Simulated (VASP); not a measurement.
# V3RuN (Pm-3m) in VASP: notebook

The runs below take V3RuN through relaxation of cell and atoms, single point, with PBE.

Everything below comes from runs of VASP 6.6.1. Logs are shortened: lines on timing, memory, paths and dates and some standing lists are left out, and cuts for length are marked.

### Step 1. The crystal as given

The structure is cubic, space group Pm-3m (No. 221). The conventional cell has a = 3.890 Å, b = 3.890 Å, c = 3.890 Å, α = 90.00°, β = 90.00°, γ = 90.00°. Around Ru (site symmetry m-3m) lie 12 V at 2.75 Å. V (site symmetry 4/mmm) has 2 N at 1.94 Å as nearest neighbours. N (site symmetry m-3m) is surrounded by 6 V at 1.94 Å.

The cell was built by a generator and needn't be a form met in nature.

### Step 2. Relaxation of cell and atoms, PBE

Contents of INCAR:

```
SYSTEM = V3RuN
  PREC = Accurate
  ENCUT = 600
  EDIFF = 1E-7
  ISMEAR = -1
  SIGMA = 0.1
  LREAL = .False.
  LASPH = .True.
  NELM = 100
  ALGO = Normal
  ISIF = 3
  LWAVE = .False.
  LCHARG = .False.
  GGA = PE
  IBRION = 2
  NSW = 60
  EDIFFG = -0.01
```

Contents of KPOINTS:

```
Automatic mesh
0
Gamma
  5 5 5
  0 0 0
```

Contents of POSCAR:

```
V3RuN
1.0
    3.8899709900      0.0000000000      0.0000000000
    0.0000000000      3.8899709900      0.0000000000
    0.0000000000      0.0000000000      3.8899709900
Ru V N
1 3 1
Direct
    0.0000000000      0.0000000000      0.0000000000
    0.0000000000      0.5000000000      0.5000000000
    0.5000000000      0.0000000000      0.5000000000
    0.5000000000      0.5000000000      0.0000000000
    0.5000000000      0.5000000000      0.5000000000
```

Potentials or basis: VASP PAW PBE potentials, release 64 (Ru_pv, V_sv, N).

Command:

```sh
$ cat potpaw_PBE.64/Ru_pv/POTCAR potpaw_PBE.64/V_sv/POTCAR potpaw_PBE.64/N/POTCAR > POTCAR
$ mpirun -np 1 vasp_std > vasp.out
```

OUTCAR:

```text
SYSTEM = V3RuN
   PREC = Accurate
   ENCUT = 600
   EDIFF = 1E-7
   ISMEAR = -1
   LREAL = .False.
   LASPH = .True.
   NELM = 100
   ISIF = 3
   GGA = PE
   IBRION = 2
   NSW = 60
   EDIFFG = -0.01

 ion  position               nearest neighbor table
   1  0.000  0.000  0.000-   2 2.75   3 2.75   4 2.75   2 2.75   3 2.75   2 2.75   4 2.75   2 2.75
                             3 2.75   4 2.75   3 2.75   4 2.75
   2  0.000  0.500  0.500-   5 1.94   5 1.94   4 2.75   1 2.75   1 2.75   4 2.75   1 2.75   3 2.75
                             1 2.75   3 2.75   4 2.75   3 2.75   4 2.75   3 2.75
   3  0.500  0.000  0.500-   5 1.94   5 1.94   4 2.75   1 2.75   1 2.75   4 2.75   2 2.75   4 2.75
                             2 2.75   4 2.75   1 2.75   2 2.75   1 2.75   2 2.75
   4  0.500  0.500  0.000-   5 1.94   5 1.94   3 2.75   1 2.75   2 2.75   3 2.75   2 2.75   1 2.75
                             3 2.75   3 2.75   1 2.75   2 2.75   2 2.75   1 2.75
   5  0.500  0.500  0.500-   2 1.94   3 1.94   4 1.94   4 1.94   3 1.94   2 1.94

  LATTYP: Found a simple cubic cell.
 ALAT       =     3.8899709900

  Lattice vectors:

 A1 = (   3.8899709900,   0.0000000000,   0.0000000000)
 A2 = (   0.0000000000,   3.8899709900,   0.0000000000)
 A3 = (   0.0000000000,   0.0000000000,   3.8899709900)

Analysis of symmetry for initial positions (statically):
=====================================================================
 Subroutine PRICEL returns:
 Original cell was already a primitive cell.

 Routine SETGRP: Setting up the symmetry group for a
 simple cubic supercell.

 Subroutine GETGRP returns: Found 48 space group operations
 (whereof 48 operations were pure point group operations)
 out of a pool of 48 trial point group operations.

The static configuration has the point symmetry O_h .

Analysis of symmetry for dynamics (positions and initial velocities):
=====================================================================
 Subroutine PRICEL returns:
 Original cell was already a primitive cell.

 Routine SETGRP: Setting up the symmetry group for a
 simple cubic supercell.

 Subroutine GETGRP returns: Found 48 space group operations
 (whereof 48 operations were pure point group operations)
 out of a pool of 48 trial point group operations.

The dynamic configuration has the point symmetry O_h .

 Subroutine INISYM returns: Found 48 space group operations
 (whereof 48 operations are pure point group operations),
 and found     1 'primitive' translations

----------------------------------------------------------------------------------------

                                     Primitive cell

[... 90 lines left out ...]
   TEBEG  =    0.0;   TEEND  =   0.0 temperature during run
   PSTRESS=    0.0 pullay stress
   NELECT =      58.0000    total number of electrons
   NUPDOWN=      -1.0000    fix difference up-down
   EMIN   =  10.00;   EMAX   =-10.00  energy-range for DOS
   EFERMI =   0.00;   METHOD = LEGACY
   ISMEAR =    -1;   SIGMA  =   0.10  broadening in eV -4-tet -1-fermi 0-gaus
   EFERMI_NEDOS =   21; number of points for ismear=-14 and -15
   IALGO  =     38    algorithm
   IMIX   =      4    mixing-type and parameters
     AMIX     =   0.40;   BMIX     =  1.00
     AMIX_MAG =   1.60;   BMIX_MAG =  1.00
  volume/ion in A,a.u.               =      11.77        79.44
  Fermi-wavevector in a.u.,A,eV,Ry     =   1.629063  3.078482 36.107757  2.653845
  Thomas-Fermi vector in A             =   2.721591
   LORBIT       =      0    0 simple, 1 ext, 2 COOP (PROOUT), +10 PAW based schemes
   GGA     = PE    functional components
   LHFCALC =     F    Hartree Fock is set to
   AEXX    =    0.0000 exact exchange contribution
   IVDW    =     0    specifies the selected vdW correction
   LEPSILON=     F    determine dielectric tensor
   LRPA    =     F    only Hartree local field effects (RPA)
 conjugate gradient relaxation of ions
 non-spin polarized calculation
  energy-cutoff  :      600.00
  volume of cell :       58.86
 maximum number of plane-waves:      1973
 NGX is ok and might be reduce to    32
   NGX = 15   NGY = 15   NGZ = 15

--------------------------------------- Ionic step        1  -------------------------------------------

 number of electron      58.0000031 magnetization

 Free energy of the ion-electron system (eV)
  ---------------------------------------------------
  ext. energy  EPLUGINS =         0.00000000
  ---------------------------------------------------
  free energy    TOTEN  =       -47.44704719 eV

  energy without entropy =      -47.28870476  energy(sigma->0) =      -47.36787598

------------------------ aborting loop because EDIFF is reached ----------------------------------------

  FORCE on cell =-STRESS in cart. coord.  units (eV):
  Direction    XX          YY          ZZ          XY          YZ          ZX
  --------------------------------------------------------------------------------------
  -------------------------------------------------------------------------------------
  Total        1.8869585      1.8869585      1.8869585      0.0000000     -0.0000000      0.0000000
  in kB       51.3610451     51.3610451     51.3610451      0.0000000     -0.0000000      0.0000000
  external PRESSURE =      51.3610451 kB  Pullay stress =       0.0000000 kB
[... 26 lines left out ...]
--------------------------------------- Ionic step        2  -------------------------------------------

 number of electron      58.0000001 magnetization

 E-fermi :   9.9670     XC(G=0): -12.9891

 val. band max:        9.9495755441   @ k =   0.4000   0.4000   0.4000
 cond. band min:      10.1201666161   @ k =   0.4000   0.2000   0.0000
 fundamental gap:      0.1705910720
 Fermi energy:         9.9670024587

 k-point     1 :       0.0000    0.0000    0.0000
  band No.  band energies     occupation
      1     -54.4739      2.00000
      2     -54.3620      2.00000
      3     -54.3620      2.00000
      4     -32.2294      2.00000
      5     -32.2294      2.00000
      6     -32.2294      2.00000
[... 397 lines left out ...]
--------------------------------------- Ionic step        3  -------------------------------------------

 number of electron      58.0000032 magnetization

 Free energy of the ion-electron system (eV)
  ---------------------------------------------------
  ext. energy  EPLUGINS =         0.00000000
  ---------------------------------------------------
  free energy    TOTEN  =       -47.46565409 eV

  energy without entropy =      -47.30184697  energy(sigma->0) =      -47.38375053

 E-fermi :  10.4278     XC(G=0): -13.1811

 val. band max:       10.3870089460   @ k =   0.4000   0.0000   0.0000
 cond. band min:      10.4279653079   @ k =   0.4000   0.4000   0.4000
 fundamental gap:      0.0409563619
 Fermi energy:        10.4277866008

 k-point     1 :       0.0000    0.0000    0.0000
  band No.  band energies     occupation
      1     -53.9720      2.00000
      2     -53.8424      2.00000
      3     -53.8424      2.00000
      4     -31.7961      2.00000
      5     -31.7961      2.00000
      6     -31.7961      2.00000
[... 391 lines left out ...]
  FREE ENERGIE OF THE ION-ELECTRON SYSTEM (eV)
  ---------------------------------------------------
  free  energy   TOTEN  =       -47.4656540884 eV

  energy  without entropy=      -47.3018469710  energy(sigma->0) =      -47.38375053

 reached required accuracy - stopping structural energy minimisation
```

OSZICAR:

```text
N       E                     dE             d eps       ncg     rms          rms(c)
DAV:   1     0.922914607792E+03    0.92291E+03   -0.37326E+04   680   0.218E+03
DAV:   2     0.168247354239E+02   -0.90609E+03   -0.89616E+03   682   0.671E+02
DAV:   3    -0.554257231648E+02   -0.72250E+02   -0.70877E+02   936   0.178E+02
[... 35 lines left out ...]
DAV:   7    -0.474656671913E+02    0.40480E-04   -0.57331E-04   802   0.153E-01    0.352E-02
DAV:   8    -0.474656576063E+02    0.95850E-05   -0.25965E-05   818   0.366E-02    0.183E-02
DAV:   9    -0.474656545269E+02    0.30794E-05   -0.15726E-05   852   0.177E-02    0.486E-03
DAV:  10    -0.474656540205E+02    0.50640E-06   -0.70156E-07   632   0.573E-03    0.101E-03
DAV:  11    -0.474656540884E+02   -0.67940E-07   -0.26229E-08   368   0.124E-03
   3 F= -.47465654E+02 E0= -.47383751E+02  d E =-.186069E-01
```

CONTCAR:

```text
V3RuN
   1.00000000000000
     3.9160825455435471   -0.0000000000000000    0.0000000000000000
     0.0000000000000000    3.9160825455435471   -0.0000000000000000
    -0.0000000000000000   -0.0000000000000000    3.9160825455435471
  Ru              V               N
     1     3     1
Direct
     0.0000000000000000    0.0000000000000000    0.0000000000000000
     0.0000000000000000    0.5000000000000000    0.5000000000000000
     0.5000000000000000    0.0000000000000000    0.5000000000000000
     0.5000000000000000    0.5000000000000000    0.0000000000000000
     0.5000000000000000    0.5000000000000000    0.5000000000000000

  0.00000000E+00  0.00000000E+00  0.00000000E+00
  0.00000000E+00  0.00000000E+00  0.00000000E+00
  0.00000000E+00  0.00000000E+00  0.00000000E+00
  0.00000000E+00  0.00000000E+00  0.00000000E+00
  0.00000000E+00  0.00000000E+00  0.00000000E+00
```

It took 33 s on 1 thread of Intel Xeon 6975P-C (Granite Rapids), shared host; peak memory 0.2 GiB.

Results:

| Item | Value |
| --- | --- |
| Free energy | -47.4657 eV |
| Relaxed volume | 12.01 Å³/atom |
| Relaxed cell | a = 3.916 Å, b = 3.916 Å, c = 3.916 Å, α = 90.00°, β = 90.00°, γ = 90.00° |
| Space group after relaxing (to 0.05 Å) | Pm-3m (No. 221) |
| Energy gained by relaxing | 3.7 meV/atom |
| Ionic steps | 3 |
| Pressure after relaxing | 0.0 GPa |
| Band gap on the k mesh | none (metal or under the smearing width) |

Step by step:
| step | energy change (eV) | largest force (eV/Å) | pressure (GPa) | volume (Å³) |
| --- | --- | --- | --- | --- |
| 1 | 0.0000 | 0.0000 | 5.14 | 58.86 |
| 2 | 0.0344 | 0.0000 | -7.87 | 62.14 |
| 3 | -0.0186 | 0.0000 | -0.05 | 60.06 |

Final structure:
```cif
data_structure
_symmetry_space_group_name_H-M 'P 1'
_symmetry_Int_Tables_number 1
_cell_length_a 3.9161
_cell_length_b 3.9161
_cell_length_c 3.9161
_cell_angle_alpha 90.000
_cell_angle_beta 90.000
_cell_angle_gamma 90.000
_cell_volume 60.06
loop_
_atom_site_label
_atom_site_type_symbol
_atom_site_fract_x
_atom_site_fract_y
_atom_site_fract_z
_atom_site_occupancy
Ru1 Ru 0.00000 0.00000 0.00000 1
V1 V 0.00000 0.50000 0.50000 1
V2 V 0.50000 0.00000 0.50000 1
V3 V 0.50000 0.50000 0.00000 1
N1 N 0.50000 0.50000 0.50000 1
```

Levels at points of the mesh, in eV from the Fermi level:
```csv
k point,band 26,band 27,band 28,band 29,band 30,band 31,band 32,band 33
"(0.00, 0.00, 0.00)",-0.70,-0.70,-0.70,0.97,0.97,1.98,1.98,2.50
```

Caveat: the run has no spin polarisation, though such a crystal can be magnetic. With open d or f shells a metallic result of PBE can be an artefact of self-interaction; +U or a hybrid may open a gap.

(Part 1 of 2 ends here.)
